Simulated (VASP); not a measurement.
```xyz
3
Lattice="1.7280 -2.9930 0.0000 1.7280 2.9930 0.0000 0.0000 0.0000 7.4841" Properties=species:S:1:pos:R:3 pbc="T T T"
Ti     0.0000     0.0000     0.0000
S      1.7280     0.9977     1.4189
S      1.7280    -0.9977     6.0652
```

Computed with RPBE GGA, VASP's PBE PAW potentials (set 64) (plane waves; VASP). Settings: 520 eV cut-off, Gaussian smearing of 0.050 eV, potentials Ti_sv S.

Without a dispersion term in the relaxation, distances and binding between the weakly bound layers, chains or molecules are unreliable, and so is what depends on them.

Q: What does the run give for the band gap (along the path) with the smallest direct gap where there is one?

A: 
```yaml
band gap (along the path): 0.15 eV
smallest direct gap (along the path): 0.48 eV
```

The compound is TiS2 in the 1T layered structure. It was relaxed first, which changed the volume by +35 %.
